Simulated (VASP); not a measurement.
# Na2B (Cmmm) in VASP: further runs

The runs below take Na2B through relaxation of cell and atoms, with PBE, LDA.

Everything below comes from runs of VASP 6.6.1. Logs are shortened: lines on timing, memory, paths and dates and some standing lists are left out, and cuts for length are marked.

## (1) Starting point

Symmetry: Cmmm, No. 65, orthorhombic system. Conventional cell: a = 5.426 Å, b = 5.607 Å, c = 3.671 Å, α = 90.00°, β = 90.00°, γ = 90.00°. Around Na (site symmetry 2/m) lie 2 B at 1.95 Å. B (site symmetry mmm) is surrounded by 4 Na at 1.95 Å.

The cell was built by a generator and needn't be a form met in nature.

## (2) Relaxation of cell and atoms, PBE

Input file INCAR:

```
SYSTEM = Na2B
ALGO = Fast
EDIFF = 1E-7
EDIFFG = -0.005
ENCUT = 600
GGA = PE
IBRION = 2
ISIF = 3
ISMEAR = 1
LASPH = .TRUE.
LCHARG = .FALSE.
LREAL = .FALSE.
LWAVE = .FALSE.
NELM = 100
NSW = 60
PREC = Accurate
SIGMA = 0.1
```

Input file KPOINTS:

```
k-points
0
G
  7 7 7
  0 0 0
```

Input file POSCAR:

```
Na2B
1.0
    2.7127986800     -2.8034367100      0.0000000000
    2.7127986800      2.8034367100      0.0000000000
    0.0000000000      0.0000000000      3.6709346900
Na B
2 1
Direct
    0.0000000000      0.5000000000      0.5000000000
    0.5000000000      0.0000000000      0.5000000000
    0.0000000000      0.0000000000      0.5000000000
```

Potentials or basis: VASP PAW PBE potentials, release 64 (Na_pv, B).

On the command line:

```bash
$ cat potpaw_PBE.64/Na_pv/POTCAR potpaw_PBE.64/B/POTCAR > POTCAR
$ mpirun -np 1 vasp_std > vasp.out
```

OUTCAR:

```text
SYSTEM = Na2B
   EDIFF = 1E-7
   EDIFFG = -0.005
   ENCUT = 600
   GGA = PE
   IBRION = 2
   ISIF = 3
   ISMEAR = 1
   LASPH = .TRUE.
   LREAL = .FALSE.
   NELM = 100
   NSW = 60
   PREC = Accurate

 ion  position               nearest neighbor table
   1  0.000  0.500  0.500-   3 1.95   3 1.95   2 2.71   2 2.71
   2  0.500  0.000  0.500-   3 1.95   3 1.95   1 2.71   1 2.71
   3  0.000  0.000  0.500-   1 1.95   2 1.95   1 1.95   2 1.95

  LATTYP: Found a base centered orthorhombic cell.
 ALAT       =     5.4255973600
 B/A-ratio  =     1.0334112629
 C/A-ratio  =     0.6765954874

  Lattice vectors:

 A1 = (   2.7127986800,  -2.8034367100,   0.0000000000)
 A2 = (   2.7127986800,   2.8034367100,   0.0000000000)
 A3 = (   0.0000000000,   0.0000000000,   3.6709346900)

Analysis of symmetry for initial positions (statically):
=====================================================================
 Subroutine PRICEL returns:
 Original cell was already a primitive cell.

 Routine SETGRP: Setting up the symmetry group for a
 base centered orthorhombic supercell.

 Subroutine GETGRP returns: Found  8 space group operations
 (whereof  8 operations were pure point group operations)
 out of a pool of  8 trial point group operations.

The static configuration has the point symmetry D_2h.

Analysis of symmetry for dynamics (positions and initial velocities):
=====================================================================
 Subroutine PRICEL returns:
 Original cell was already a primitive cell.

 Routine SETGRP: Setting up the symmetry group for a
 base centered orthorhombic supercell.

 Subroutine GETGRP returns: Found  8 space group operations
 (whereof  8 operations were pure point group operations)
 out of a pool of  8 trial point group operations.

The dynamic configuration has the point symmetry D_2h.

 Subroutine INISYM returns: Found  8 space group operations
 (whereof  8 operations are pure point group operations),
 and found     1 'primitive' translations

----------------------------------------------------------------------------------------

                                     Primitive cell

  volume of cell :      55.8361

  direct lattice vectors                    reciprocal lattice vectors
     2.712798680 -2.803436710  0.000000000     0.184311502 -0.178352519  0.000000000
     2.712798680  2.803436710  0.000000000     0.184311502  0.178352519  0.000000000
     0.000000000  0.000000000  3.670934690     0.000000000  0.000000000  0.272410186

  length of vectors
     3.901093957  3.901093957  3.670934690     0.256476804  0.256476804  0.272410186

  position of ions in fractional coordinates (direct lattice)
     0.000000000  0.500000000  0.500000000
     0.500000000  0.000000000  0.500000000
     0.000000000  0.000000000  0.500000000

  ion indices of the primitive-cell ions
   primitive index   ion index
                 1           1
                 2           2
                 3           3

----------------------------------------------------------------------------------------

 KPOINTS: k-points

Automatic generation of k-mesh.
 Grid dimensions read from file:
 generate k-points for:    7    7    7

 Generating k-lattice:

  Cartesian coordinates                     Fractional coordinates (reciprocal lattice)
     0.026330215 -0.025478931  0.000000000     0.142857143  0.000000000  0.000000000
     0.026330215  0.025478931  0.000000000     0.000000000  0.142857143  0.000000000
     0.000000000  0.000000000  0.038915741     0.000000000  0.000000000  0.142857143

  Length of vectors
     0.036639543  0.036639543  0.038915741

  Shift w.r.t. Gamma in fractional coordinates (k-lattice)
     0.000000000  0.000000000  0.000000000

 Subroutine IBZKPT returns following result:
 ===========================================

 Found     64 irreducible k-points:

 Following reciprocal coordinates:
            Coordinates               Weight
  0.000000  0.000000  0.000000      1.000000
  0.142857  0.000000  0.000000      4.000000
  0.285714  0.000000  0.000000      4.000000
  0.428571 -0.000000  0.000000      4.000000
  0.142857  0.142857  0.000000      2.000000
  0.285714  0.142857  0.000000      4.000000
[... 16 lines left out ...]
  0.428571  0.142857  0.142857      8.000000
 -0.428571  0.142857  0.142857      8.000000
 [... further k-points ...]
   k-points           NKPTS =     64   k-points in BZ     NKDIM =     64   number of bands    NBANDS=     12
   number of dos      NEDOS =    301   number of ions     NIONS =      3
   total plane-waves  NPLWV =  30720
   dimension x,y,z NGX =    32 NGY =   32 NGZ =   30
   dimension x,y,z NGXF=    64 NGYF=   64 NGZF=   60
   ions per type =               2   1
   NGX,Y,Z   is equivalent  to a cutoff of  13.64, 13.64, 13.59 a.u.
   NGXF,Y,Z  is equivalent  to a cutoff of  27.27, 27.27, 27.17 a.u.
 SYSTEM =  Na2B
   PREC   = accura    normal or accurate (medium, high low for compatibility)
   ISTART =      0    job   : 0-new  1-cont  2-samecut
   ICHARG =      2    charge: 1-file 2-atom 10-const
   ISPIN  =      1    spin polarized calculation?
   LNONCOLLINEAR =      F non collinear calculations
   LSORBIT =      F    spin-orbit coupling
   LASPH  =      T    aspherical Exc in radial PAW
   ENCUT  =  600.0 eV  44.10 Ry    6.64 a.u.   7.79  7.79  7.33*2*pi/ulx,y,z
   NELM   =    100;   NELMIN=  2; NELMDL= -5     # of ELM steps
   EDIFF  = 0.1E-06   stopping-criterion for ELM
   LREAL  =      F    real-space projection
   EDIFFG = -.5E-02   stopping-criterion for IOM
   NSW    =     60    number of steps for IOM
   IBRION =      2    ionic relax: 0-MD 1-quasi-New 2-CG
   NFREE  =      1    steps in history (QN), initial steepest desc. (CG)
   ISIF   =      3    stress and relaxation
   ISYM   =      2    0-nonsym 1-usesym 2-fastsym
   POTIM  = 0.5000    time-step for ionic-motion
   TEBEG  =    0.0;   TEEND  =   0.0 temperature during run
   PSTRESS=    0.0 pullay stress
   NELECT =      17.0000    total number of electrons
   NUPDOWN=      -1.0000    fix difference up-down
   EMIN   =  10.00;   EMAX   =-10.00  energy-range for DOS
   EFERMI =   0.00;   METHOD = LEGACY
   ISMEAR =     1;   SIGMA  =   0.10  broadening in eV -4-tet -1-fermi 0-gaus
   EFERMI_NEDOS =   21; number of points for ismear=-14 and -15
   IALGO  =     68    algorithm
   IMIX   =      4    mixing-type and parameters
     AMIX     =   0.40;   BMIX     =  1.00
     AMIX_MAG =   1.60;   BMIX_MAG =  1.00
  volume/ion in A,a.u.               =      18.61       125.60
  Fermi-wavevector in a.u.,A,eV,Ry     =   1.101335  2.081222 16.503037  1.212939
  Thomas-Fermi vector in A             =   2.237761
   LORBIT       =      0    0 simple, 1 ext, 2 COOP (PROOUT), +10 PAW based schemes
   GGA     = PE    functional components
   LHFCALC =     F    Hartree Fock is set to
   AEXX    =    0.0000 exact exchange contribution
   IVDW    =     0    specifies the selected vdW correction
   LEPSILON=     F    determine dielectric tensor
   LRPA    =     F    only Hartree local field effects (RPA)
 conjugate gradient relaxation of ions
 non-spin polarized calculation
 RMM-DIIS sequential band-by-band and
 Methfessel and Paxton  Order N= 1 SIGMA  =   0.10
  energy-cutoff  :      600.00
  volume of cell :       55.84
 maximum number of plane-waves:      1891
   NGX = 15   NGY = 15   NGZ = 15

--------------------------------------- Ionic step        1  -------------------------------------------

 number of electron      17.0000025 magnetization

 Free energy of the ion-electron system (eV)
  ---------------------------------------------------
  ext. energy  EPLUGINS =         0.00000000
  ---------------------------------------------------
  free energy    TOTEN  =        -1.01780915 eV

  energy without entropy =       -1.01672723  energy(sigma->0) =       -1.01744851

------------------------ aborting loop because EDIFF is reached ----------------------------------------

  FORCE on cell =-STRESS in cart. coord.  units (eV):
  Direction    XX          YY          ZZ          XY          YZ          ZX
  --------------------------------------------------------------------------------------
  -------------------------------------------------------------------------------------
  Total       17.5779304     18.1268119     -1.6931948     -0.0000000      0.0000000      0.0000000
  in kB      504.3863775    520.1361465    -48.5850369     -0.0000000      0.0000000      0.0000000
  external PRESSURE =     325.3124957 kB  Pullay stress =       0.0000000 kB
[... 92 lines left out ...]
  FREE ENERGIE OF THE ION-ELECTRON SYSTEM (eV)
  ---------------------------------------------------
  free  energy   TOTEN  =        -5.3040084540 eV

  energy  without entropy=       -5.3061584841  energy(sigma->0) =       -5.30472513

 E-fermi :  -0.2176     XC(G=0):  -6.6250

 val. band max:       -0.2274513646   @ k =   0.4286  -0.0000   0.0000
 cond. band min:      -0.2118676515   @ k =   0.0000   0.0000   0.1429
 fundamental gap:      0.0155837131
 Fermi energy:        -0.2176279531

 k-point     1 :       0.0000    0.0000    0.0000
  band No.  band energies     occupation
      1     -24.4581      2.00000
      2     -24.4525      2.00000
      3     -24.4306      2.00000
      4     -24.4273      2.00000
      5     -24.3704      2.00000
      6     -24.3672      2.00000
      7      -6.2095      2.00000
      8      -0.4000      2.02710
      9      -0.3689      2.05420
     10      -0.0293     -0.02291
     11       2.9223      0.00000
     12       3.3464      0.00000
[... 333 lines left out ...]
      1     -24.4589      2.00000
      2     -24.4479      2.00000
      3     -24.4378      2.00000
      4     -24.4367      2.00000
      5     -24.3757      2.00000
      6     -24.3627      2.00000
      7      -5.7747      2.00000
      8      -1.6829      2.00000
      9      -0.3827      2.04152
     10       1.7950      0.00000
     11       2.0608      0.00000
     12       2.9843      0.00000

 [... further k-points ...]

[... ionic steps 4 to 16 ...]

--------------------------------------- Ionic step       17  -------------------------------------------

 number of electron      17.0000027 magnetization

------------------------ aborting loop because EDIFF is reached ----------------------------------------
[... 69 lines left out ...]
--------------------------------------- Ionic step       19  -------------------------------------------

 number of electron      17.0000026 magnetization

 Free energy of the ion-electron system (eV)
  ---------------------------------------------------
  ext. energy  EPLUGINS =         0.00000000
  ---------------------------------------------------
  free energy    TOTEN  =        -5.91376960 eV

  energy without entropy =       -5.91332273  energy(sigma->0) =       -5.91362064

 E-fermi :   0.9724     XC(G=0):  -7.5410

 val. band max:        0.9337314426   @ k =   0.1429   0.1429   0.2857
 cond. band min:       0.9799641013   @ k =   0.0000   0.0000   0.1429
 fundamental gap:      0.0462326587
 Fermi energy:         0.9724263866

 k-point     1 :       0.0000    0.0000    0.0000
  band No.  band energies     occupation
      1     -23.6464      2.00000
      2     -23.6460      2.00000
      3     -23.5359      2.00000
      4     -23.5358      2.00000
      5     -23.4991      2.00000
      6     -23.4969      2.00000
      7      -5.9293      2.00000
      8       0.1320      2.00000
      9       0.1350      2.00000
     10       0.5531      2.00000
     11       4.2306      0.00000
     12       8.0459      0.00000
[... 375 lines left out ...]
  FREE ENERGIE OF THE ION-ELECTRON SYSTEM (eV)
  ---------------------------------------------------
  free  energy   TOTEN  =        -5.9137696031 eV

  energy  without entropy=       -5.9133227264  energy(sigma->0) =       -5.91362064

 reached required accuracy - stopping structural energy minimisation
```

It took 6.2 min on 1 thread of AMD EPYC 9R45 (Zen 5), shared host; peak memory 0.18 GiB.

What came out:

```
Free energy                            : -5.9138 eV
Relaxed volume                         : 23.22 Å³/atom
Relaxed cell                           : a = 5.161 Å, b = 5.161 Å, c = 2.616 Å, α = 90.00°, β = 90.00°, γ = 90.15°
Space group after relaxing (to 0.05 Å) : P4/mmm (No. 123)
Energy gained by relaxing              : 1632.0 meV/atom
Ionic steps                            : 19
Pressure after relaxing                : 0.0 GPa
Band gap on the k mesh                 : none (metal or under the smearing width)
```

The path:
```tsv
step	energy change (eV)	largest force (eV/Å)	pressure (GPa)	volume (Å³)
1	0.0000	0.0000	32.53	55.84
2	-4.2381	0.0000	0.38	89.98
3	-4.2862	0.0000	-0.44	93.45
4	-4.3064	0.0000	-1.70	100.55
5	-4.3098	0.0000	-1.39	98.42
6	-4.3088	0.0000	-1.22	97.47
7	-4.3992	0.0000	-1.32	93.91
8	-4.6951	0.0000	-1.53	83.75
9	-4.5778	0.0000	1.27	63.20
10	-4.8645	0.0000	-1.26	75.91
11	-4.8808	0.0000	-0.76	71.85
12	-4.8834	0.0000	-0.95	73.03
13	-4.8955	0.0000	0.20	68.94
14	-4.8958	0.0000	0.04	69.52
15	-4.8958	0.0000	-0.01	69.59
16	-4.8959	0.0000	-0.01	69.72
17	-4.8959	0.0000	-0.02	69.74
18	-4.8959	0.0000	-0.02	69.74
19	-4.8960	0.0000	-0.01	69.67
```

Final structure:
```
CELL_PARAMETERS angstrom
3.64438 -3.65390 0.00000
3.64438 3.65390 0.00000
0.00000 0.00000 2.61616
ATOMIC_POSITIONS crystal
Na 0.00000 0.50000 0.50000
Na 0.50000 0.00000 0.50000
B 0.00000 0.00000 0.50000
```

Caveat: the volume moved by over 15 % at a fixed basis, so the end points are rough.

## (3) Relaxation of cell and atoms, LDA

Input file INCAR:

```
PREC = Accurate ; ENCUT = 600
EDIFF = 1E-6 ; ISMEAR = 1
SIGMA = 0.1 ; LREAL = F
LASPH = T ; NELM = 100
ALGO = Normal ; ISIF = 3
LWAVE = F ; LCHARG = F
IBRION = 2 ; NSW = 60
EDIFFG = -0.02
```

Input file KPOINTS:

```
regular mesh
0
Gamma
  7 7 7
```

POSCAR is that of step 2.

Potentials or basis: VASP PAW LDA potentials, release 64 (Na_pv, B).

On the command line:

```bash
$ cat potpaw_LDA.64/Na_pv/POTCAR potpaw_LDA.64/B/POTCAR > POTCAR
$ mpirun -np 1 vasp_std > vasp.out
```

Run time: 3.3 min. Hardware: 1 thread of AMD EPYC 9R45 (Zen 5), shared host; peak memory 0.16 GiB.

Results (log left out):

```yaml
Free_energy: -6.8713 eV
Relaxed_volume: 21.17 Å³/atom
Relaxed_cell: a = 5.020 Å, b = 5.020 Å, c = 2.520 Å, α = 90.00°, β = 90.00°, γ = 90.35°
Space_group_after_relaxing_to_0.05_Å: Cmmm (No. 65)
Energy_gained_by_relaxing: 1481.5 meV/atom
Ionic_steps: 16
Pressure_after_relaxing: 0.0 GPa
Band_gap_on_the_k_mesh: none (metal or under the smearing width)
```

Stress tensor (GPa, compression positive):
```
 0.11  0.00  0.00
 0.00 -0.01  0.00
 0.00  0.00 -0.02
```

The path:
```tsv
step	energy change (eV)	largest force (eV/Å)	pressure (GPa)	volume (Å³)
1	0.0000	0.0000	29.03	55.84
2	-3.5917	0.0000	-0.02	85.80
3	-3.6357	0.0000	-0.85	88.93
4	-3.6499	0.0000	-2.21	95.33
5	-3.6549	0.0000	-1.82	92.95
6	-3.6539	0.0000	-1.59	92.13
7	-3.7810	0.0000	-1.79	88.18
8	-4.1377	0.0000	-2.13	78.81
9	-4.2296	0.0000	0.35	59.80
10	-4.4163	0.0000	-1.59	68.83
11	-4.4255	0.0000	-1.29	66.99
12	-4.4426	0.0000	0.22	62.36
13	-4.4437	0.0000	0.20	63.03
14	-4.4438	0.0000	-0.04	63.34
15	-4.4438	0.0000	0.13	63.20
16	-4.4445	0.0000	0.03	63.52
```

Final structure:
```
CELL_PARAMETERS angstrom
3.53898 -3.56043 0.00000
3.53898 3.56043 0.00000
0.00000 0.00000 2.52049
ATOMIC_POSITIONS crystal
Na 0.00000 0.50000 0.50000
Na 0.50000 0.00000 0.50000
B 0.00000 0.00000 0.50000
```

Levels at points of the mesh, in eV from the Fermi level:
```tsv
k point	band 5	band 6	band 7	band 8	band 9	band 10	band 11	band 12
(0.00, 0.00, 0.00)	-24.38	-24.38	-7.07	-0.93	-0.92	-0.39	3.39	5.71
```

## (4) The reference run

An earlier run on the cell as given: functional PBE; potentials or basis VASP PAW PBE potentials, release 64 (Na_pv, B); cutoff 520 eV; k mesh 7 × 7 × 7; occupations fermi-dirac, width 0.05 eV; no spin polarisation.

* Pressure: 32.6 GPa
* Band gap on the k mesh: none (metal or under the smearing width)

## (5) Summary

```tsv
task	level	potentials or basis	cell	cutoff (eV)	smearing	gap on the mesh (eV)	pressure (GPa)	relaxed volume (Å³/atom)
relaxation of cell and atoms	PBE	VASP PAW PBE potentials, release 64 (Na_pv, B)	relaxed	600	methfessel-paxton 0.1 eV	none	0.0	23.22
relaxation of cell and atoms	LDA	VASP PAW LDA potentials, release 64 (Na_pv, B)	relaxed	600	methfessel-paxton 0.1 eV	none	0.0	21.17
single point	PBE	VASP PAW PBE potentials, release 64 (Na_pv, B)	as given	520	fermi-dirac 0.05 eV	none	32.6	-
```

Alike in all rows: no spin polarisation; k mesh 7 × 7 × 7.

Caveats: the volume moved by over 15 % at a fixed basis, so the end points are rough (some runs); a pressure of tens of GPa on the cell as given is suspect, and the run, the potentials or the cell itself is likely at fault (some runs).

Total energies depend on the potentials used, so only differences within one code and one set of settings carry meaning.
